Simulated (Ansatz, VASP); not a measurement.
# Cross-check of CsAgMoO4 between VASP and Ansatz

Wanted: the spread between two codes on one cell, functional and k mesh. The cell is generated by rule, not measured, and may not be a known phase. The cell is taken from a series of runs on this material, whose earlier steps may have relaxed, scaled, displaced or heated it; both programs get it as it stands.

Program: Ansatz 0.2.0. Level of theory: plane waves, with VASP 6.6.1 beside it; zone-centre phonons at PBE with D4. Results are calculated unless marked as measured.

The structure was built from a prototype and need not be the compound's stable phase.

## Step 1: The starting structure

The structure is monoclinic, space group Cm (No. 8). The conventional cell has a = 10.533 Å, b = 6.262 Å, c = 5.916 Å, α = 90.00°, β = 123.06°, γ = 90.00°. Nearest to Cs lie 7 O at 2.98 to 3.77 Å and 3 Ag at 3.72 to 3.77 Å. Ag has 4 O at 2.26 to 2.29 Å nearest. Mo has 4 O at 1.78 Å nearest. Nearest to O lie 1 Mo at 1.78 Å and 1 Ag at 2.29 Å and 2 Cs at 3.10 to 3.77 Å. Nearest to O lie 1 Mo at 1.78 Å and 1 Ag at 2.29 Å and 2 Cs at 3.36 Å. Nearest to O lie 1 Mo at 1.78 Å and 1 Ag at 2.26 Å and 1 Cs at 2.98 Å. Farther neighbours and most contacts between anions are not listed.

As a file:

```cif
data_structure
_symmetry_space_group_name_H-M 'P 1'
_symmetry_Int_Tables_number 1
_cell_length_a 6.1267
_cell_length_b 6.1267
_cell_length_c 5.9157
_cell_angle_alpha 117.964
_cell_angle_beta 117.964
_cell_angle_gamma 61.464
_cell_volume 163.49
loop_
_atom_site_label
_atom_site_type_symbol
_atom_site_fract_x
_atom_site_fract_y
_atom_site_fract_z
_atom_site_occupancy
Cs1 Cs 0.23837 0.23837 0.74288 1
Ag2 Ag 0.51167 0.51167 0.51791 1
Mo3 Mo 0.74971 0.74971 0.24788 1
O4 O 0.08185 0.61937 0.25794 1
O5 O 0.73298 0.73298 0.53203 1
O6 O 0.56606 0.56606 0.94340 1
O7 O 0.61937 0.08185 0.25794 1
```

## Step 2: Ansatz: zone-centre phonons, PBE with D4

Ansatz runs on its default PAW (the set named soft_2) files.

Second derivatives magnify differences that forces hide, and they need a tight electronic threshold.

input.yaml reads:

```yaml
crystal:
  lattice:
    - [5.2662747271, -3.1308912573, 0.0001416114]
    - [5.2662747271, 3.1308912573, 0.0001416114]
    - [-3.2273472474, 0.0, 4.957768595]
  atoms:
    - { symbol: Cs, position: [0.2383696542, 0.2383696542, 0.7428837635] }
    - { symbol: Ag, position: [0.5116689798, 0.5116689798, 0.5179103211] }
    - { symbol: Mo, position: [0.7497083066, 0.7497083066, 0.2478833939] }
    - { symbol: O, position: [0.0818487898, 0.6193654014, 0.2579441091] }
    - { symbol: O, position: [0.7329771576, 0.7329771576, 0.532033187] }
    - { symbol: O, position: [0.5660617108, 0.5660617108, 0.9434011164] }
    - { symbol: O, position: [0.6193654014, 0.0818487898, 0.2579441091] }
kpoints:
  mp_grid: { grid: [4, 4, 4] }
hamiltonian:
  xc: pbe
  dispersion: d4
scf:
  occupations: { method: fixed }
output:
  eigenvalues: true
phonons:
  method: dfpt
  dielectric: true
  rigid_motions: translations
```

Run with:

```
ansatz run input.yaml --threads 8 --pin off --max-ram 14336MiB --backend cpu --events-out ev --progress --plain --runs-dir out
```

Numbers of over 12 decimals in the logs are rounded to 6 here.

The program printed:

```text
Engine: ansatz 0.2.0, aarch64-unknown-linux-gnu
Pseudopotentials: kind: paw
Pseudopotential: Cs, paw, valence charge 9, recommended cutoff 420 eV (normal), Cs.paw.azcp
Pseudopotential: Ag, paw, valence charge 19, recommended cutoff 420 eV (normal), Ag.paw.azcp
Pseudopotential: Mo, paw, valence charge 14, recommended cutoff 420 eV (normal), Mo.paw.azcp
Pseudopotential: O, paw, valence charge 6, recommended cutoff 420 eV (normal), O.paw.azcp
Functional definition: PBE
  parameter kappa = 0.804
  parameter beta = 0.066725
  exchange = pbe_x(kappa = kappa, mu = beta*pi^2/3)
  correlation = pbe_c(beta = beta)
Crystal: 7 atoms, lattice volume = 163.492 Å³
Basis set: ecut = 420 eV, 3201 PW (Γ), exchange–correlation on 90×90×80 points (8 copies of the dense FFT grid, shifted against one another)
Bands: 40, of which v1, the nominal top of the filled ones, is band 33 counted from 1 (32 counted from 0)
Symmetry: 2 space group operations
k-points: 36 of 64 (irreducible under 1 space group operation, time reversal used)
Non-local potential: Cs, projectors of the file, l = 0: 3, l = 1: 2, l = 2: 2, l = 3: 2
Non-local potential: Ag, projectors of the file, l = 0: 3, l = 1: 2, l = 2: 2, l = 3: 1
Non-local potential: Mo, projectors of the file, l = 0: 3, l = 1: 2, l = 2: 2, l = 3: 1
Non-local potential: O, projectors of the file, l = 0: 2, l = 1: 2, l = 2: 1
PAW form: soft (Blöchl's): semilocal exchange-correlation on the pseudo side does not see the compensation charge
PAW one-centre angular grid: Cs, 194 points (default); XC on 64 Gauss nodes
PAW one-centre angular grid: Ag, 590 points (default); XC on 64 Gauss nodes
PAW one-centre angular grid: Mo, 590 points (default); XC on 64 Gauss nodes
PAW one-centre angular grid: O, 110 points (default); XC on 64 Gauss nodes
Initial density: superposition of atomic densities (neutral atoms: chi_scale 0, normalization atom), corrected by the library's trained network
Initial wavefunctions: pseudopotential atomic-orbital guess
Functional: x = pbe(κ = 0.804, μ = 0.219515), c = pbe(β = 0.066725)
SCF iter   1: F=—  HF=-20489.922061 eV  |F-HF|=—  |Δ(HF+E_count)|=         —  Δρ=1.48e-3  dr2=3.38e-3  ethr=1.77e-3  ⟨swp⟩=4.8  Hψ=5183  notcnv=0  defer=177
preconditioner: auto → Resta (q_TF=auto, 2.345 Å⁻¹)  ε∞=4.7  [insulator: Δε(μ)=3.101 eV  Ē_g=10.649 eV  n_scr=26 (ndim 8)  ℏωp=20.5 eV  f_vac=0.235  ε∞_Penn≈4.7]
SCF iter   2: F=—  HF=-20489.923159 eV  |F-HF|=—  |Δ(HF+E_count)|=   1.10e-3  Δρ=7.39e-4  dr2=8.66e-4  ethr=5.12e-6  ⟨swp⟩=2.3  Hψ=2822  notcnv=0  defer=180
SCF iter   3: F=—  HF=-20489.923655 eV  |F-HF|=—  |Δ(HF+E_count)|=   4.96e-4  Δρ=5.09e-4  dr2=5.32e-4  ethr=1.31e-6  ⟨swp⟩=2.1  Hψ=2282  notcnv=0  defer=180
SCF iter   4: F=—  HF=-20489.923662 eV  |F-HF|=—  |Δ(HF+E_count)|=   7.84e-6  Δρ=1.48e-4  dr2=6.26e-5  ethr=8.07e-7  ⟨swp⟩=2.0  Hψ=1992  notcnv=0  defer=178
SCF iter   5: F=—  HF=-20489.923669 eV  |F-HF|=—  |Δ(HF+E_count)|=   6.50e-6  Δρ=6.25e-5  dr2=9.16e-6  ethr=9.48e-8  ⟨swp⟩=2.0  Hψ=2097  notcnv=0  defer=108
SCF iter   6: F=—  HF=-20489.923669 eV  |F-HF|=—  |Δ(HF+E_count)|=   4.86e-7  Δρ=2.83e-5  dr2=1.55e-6  ethr=1.39e-8  ⟨swp⟩=2.0  Hψ=2137  notcnv=0  defer=57
SCF iter   7: F=—  HF=-20489.923779 eV  |F-HF|=—  |Δ(HF+E_count)|=   1.09e-4  Δρ=1.31e-5  dr2=3.38e-7  ethr=2.35e-9  ⟨swp⟩=2.0  Hψ=1995  notcnv=0  defer=53
SCF iter   8: F=—  HF=-20489.923779 eV  |F-HF|=—  |Δ(HF+E_count)|=   5.04e-8  Δρ=1.25e-5  dr2=2.65e-7  ethr=5.13e-10  ⟨swp⟩=2.0  Hψ=2254  notcnv=0  defer=53
SCF iter   9: F=—  HF=-20489.923779 eV  |F-HF|=—  |Δ(HF+E_count)|=   4.06e-8  Δρ=2.83e-6  dr2=2.03e-8  ethr=4.01e-10  ⟨swp⟩=2.1  Hψ=1963  notcnv=0  defer=53
SCF iter  10: F=—  HF=-20489.923779 eV  |F-HF|=—  |Δ(HF+E_count)|=   2.43e-9  Δρ=1.54e-6  dr2=4.72e-9  ethr=3.08e-11  ⟨swp⟩=2.0  Hψ=2214  notcnv=0  defer=53
SCF iter  11: F=—  HF=-20489.923779 eV  |F-HF|=—  |Δ(HF+E_count)|=  7.97e-10  Δρ=9.25e-7  dr2=1.73e-9  ethr=7.15e-12  ⟨swp⟩=2.1  Hψ=2222  notcnv=0  defer=53
SCF iter  12: F=—  HF=-20489.923779 eV  |F-HF|=—  |Δ(HF+E_count)|=  1.09e-11  Δρ=3.43e-7  dr2=2.35e-10  ethr=2.62e-12  ⟨swp⟩=1.8  Hψ=1792  notcnv=0  defer=53
SCF iter  13: F=-20489.923779 eV  HF=-20489.923779 eV  |F-HF|=2.18e-11  |Δ(HF+E_count)|=  1.46e-11  Δρ=9.68e-8  dr2=1.90e-11  ethr=1.00e-12  ⟨swp⟩=12.9  Hψ=8191  notcnv=0
SCF 1 converged in 13 iterations: F = -20489.923779 eV  dr2 = 1.90e-11
  greatest PAW one-centre occupation: 1.000 electrons in one spin orbital (limit 2), on the Ag atom at site 1 (counted from 0), in its partial waves of l = 0
NSCF: frozen V_eff on 3 k-points
DFPT response loops at Γ: preconditioner auto → none (the input reference at scf.mixing.eps_inf says where Resta's filter doesn't serve); β = 0.50; Broyden in place of MSR1
── the response to a field inside a basis, on 4×4×4 k-points: an SCF that follows is theirs, and a resumed run solves both again ──
Bands: 34, of which v1, the nominal top of the filled ones, is band 33 counted from 1 (32 counted from 0)
k-points: 20 of 64 (time reversal used)
Initial density: handed on by an earlier stage of this run
Initial wavefunctions: pseudopotential atomic-orbital guess (no wavefunctions were taken with the density)
Eigensolver: Dense (20 Hₖ)
SCF iter   1: F=—  HF=-20489.860342 eV  |F-HF|=—  |Δ(HF+E_count)|=         —  Δρ=3.32e-4  dr2=3.91e-5  ethr=1.00e-1
preconditioner: auto → Resta (q_TF=auto, 2.345 Å⁻¹)  ε∞=5.9  [insulator: Δε(μ)=3.234 eV  Ē_g=9.265 eV  n_scr=26 (ndim 8)  ℏωp=20.5 eV  f_vac=0.235  ε∞_Penn≈5.9]
SCF iter   2: F=—  HF=-20489.860373 eV  |F-HF|=—  |Δ(HF+E_count)|=   3.10e-5  Δρ=1.64e-4  dr2=1.58e-5  ethr=5.93e-8
SCF iter   3: F=—  HF=-20489.860384 eV  |F-HF|=—  |Δ(HF+E_count)|=   1.12e-5  Δρ=8.34e-5  dr2=5.11e-6  ethr=2.39e-8
SCF iter   4: F=—  HF=-20489.860387 eV  |F-HF|=—  |Δ(HF+E_count)|=   2.31e-6  Δρ=1.26e-5  dr2=3.35e-7  ethr=7.75e-9
SCF iter   5: F=-20489.860387 eV  HF=-20489.860387 eV  |F-HF|=4.03e-9  |Δ(HF+E_count)|=   3.10e-8  Δρ=5.41e-6  dr2=5.86e-8  ethr=5.08e-10
SCF 1 converged in 5 iterations: F = -20489.860387 eV  dr2 = 5.86e-8
DFPT response loops at Γ: mixed as the last ones told, above
SCF converged after 13 iterations
Free energy (F): -20489.923779 eV
Harris-Foulkes:  -20489.923779 eV  (|F-HF|=2.18e-11)
Internal energy: -20489.923779 eV  (E = F + TS)
E sigma→0 (E₀):  -20489.923779 eV
Fermi energy:    3.944252 eV
--- Per-component energies (eV) ---
  E_band       = -864.367233
  E_kinetic    = 1805.135896
  E_local      = -8628.257569  (includes V_loc(G=0)·N_el)
  E_nonlocal   = 446.830548
  E_hartree    = 3596.946392
  E_xc         = -833.690563
  E_vxc        = -960.868493  (∫ρ·V_xc dr)
  E_paw        = -12803.340268  (= ΣΔE_a)
  E_vpaw       = -721.110486  (= ΣTr[D̂ρ^β])
  E_aug_tail   = 0.010204  (compensation charges beyond the density's cutoff)
  E_ewald      = -4072.512878
  E_disp       = -1.045539  (pairwise vdW)
  E_smearing   = -0.000000  (= −TS)
  E_closure    = 0.000000  (closes the sum)
  Σ components = -20489.923779   (vs F -20489.923779, Δ=0.00e0)
--- Band table (eV; the first three rows and the last of 36) ---
  k-point 0: bands = [... 29 lower, 2.9435, 3.0192, 3.1818, 3.3348, 7.0215, 7.4363, 7.5892, 9.0270, ... 3 higher]
  k-point 1: bands = [... 29 lower, 2.9566, 3.3464, 3.4022, 3.5479, 7.2467, 7.6343, 7.6658, 9.0045, ... 3 higher]
  k-point 2: bands = [... 29 lower, 2.9648, 3.4659, 3.5361, 3.8993, 7.2734, 7.7521, 8.2804, 8.9335, ... 3 higher]
  k-point 35: bands = [... 29 lower, 3.1590, 3.5058, 3.6905, 3.9025, 7.2525, 7.4705, 8.4381, 9.1287, ... 3 higher]
--- Phonons (Γ-DFPT): 18 representative perturbations + reference, on 36 of 64 k-points (Σ response iterations 68) ---
  k mesh reduced under 1 symmetry operation, with k and −k counted as one. Each operation leaves every solved perturbation unchanged. A smaller set is not considered because the run solves the response to a homogeneous field
  ASR residual: 1.092e-4 → 0.000e0 eV/Å²; symmetrization residual: 1.133e-5 eV/Å²
  pairwise dispersion correction: d4 (s6 = 1.0, s8 = 0.95948085, s9 = 1.0, a1 = 0.38574991, a2_bohr = 4.80688534), with the weights of each atom's references fixed at the reference crystal's, and the forces and stress that the weights' published response gives there kept as a pressure on the atom's counted neighbours (hamiltonian.dispersion)
  ASR residual per site (eV/Å²): 3.57e-5 9.07e-6 1.09e-4 1.06e-4 8.07e-5 9.54e-5 1.06e-4
  Γ frequencies (cm⁻¹): -60.60 0.00 0.00 0.00 39.46 56.06 59.80 63.99 92.48 118.61 119.83 214.85 289.95 295.06 306.95 333.46 338.61 781.65 795.07 800.59 873.82
  ε∞ (high-frequency dielectric tensor):
        3.129292    -0.000000     0.015336
       -0.000000     3.176067     0.000000
        0.015336     0.000000     3.155608
  softest optical mode at Γ: -60.60 cm⁻¹; the repairs (sum rule, projections) moved no ω² at Γ by more than (2.44 cm⁻¹)²
  Born effective charges Z* (e; rows j = field, columns β = displacement):
    site 0:
         1.34253   -0.00000   -0.00920
         0.00000    1.43370    0.00000
         0.08707    0.00000    1.38570
    site 1:
         1.24971    0.00000    0.23803
        -0.00000    1.18430    0.00000
        -0.23053    0.00000    1.31383
    site 2:
         3.57349   -0.00000   -0.75501
         0.00000    3.64033    0.00000
         0.54334    0.00000    3.67712
    site 3:
        -1.39635    1.25159   -0.11338
         1.34801   -2.54875    0.13784
        -0.20012    0.36280   -0.80730
    site 4:
        -2.10775    0.00000    1.50624
         0.00000   -0.65064   -0.00000
         1.17306   -0.00000   -1.80137
    site 5:
        -1.26529   -0.00000   -0.75331
        -0.00000   -0.51018   -0.00000
        -1.17271   -0.00000   -2.96068
    site 6:
        -1.39635   -1.25159   -0.11338
        -1.34801   -2.54875   -0.13784
        -0.20012   -0.36280   -0.80730
  Z* charge neutrality: 1.712e-2 e pre-enforcement
  solved inside a basis spanned on kpoints, on 4×4×4 k-points, its susceptibility summed on 8×8×8: ε∞ is read to err by 9.3e-3, Z* by 2.5e-2 e (field_mesh: kpoints solves on kpoints); Z* is corrected for what the basis lacks
  optical modes at Γ without the LO–TO term, one row a degenerate level:
      ω (cm⁻¹)  modes    IR ((D/Å)²/amu)
[...]
optical modes at Γ + LO–TO along q̂ = [1.0000, 0.0000, 0.0000]:
      ω (cm⁻¹)  modes    IR ((D/Å)²/amu)
[...]
optical modes at Γ + LO–TO along q̂ = [0.0000, 1.0000, 0.0000]:
      ω (cm⁻¹)  modes    IR ((D/Å)²/amu)
[...]
optical modes at Γ + LO–TO along q̂ = [0.0000, 0.0000, 1.0000]:
      ω (cm⁻¹)  modes    IR ((D/Å)²/amu)
[...]
295.20      1             0.0353
        306.95      1             0.0345
        336.86      1             0.4692
        340.53      1             1.0219
        794.43      1            24.0374
        800.59      1            26.8407
        846.87      1            25.8408
        873.82      1             0.4365
```

[end of part 1 of 3]

[Lines on the potential files, build, host, timing and source positions are cut from VASP's logs without a mark.]

[Logs are printed without paths, hosts, clocks, repeated set-up lines and the standing remarks that a program may print on its own settings, such as how far it seeks lower states.]

[Hosts, paths, dates, database ids (printed as entryN), source tags and the programs' standing remarks are cut or masked in the printed files.]
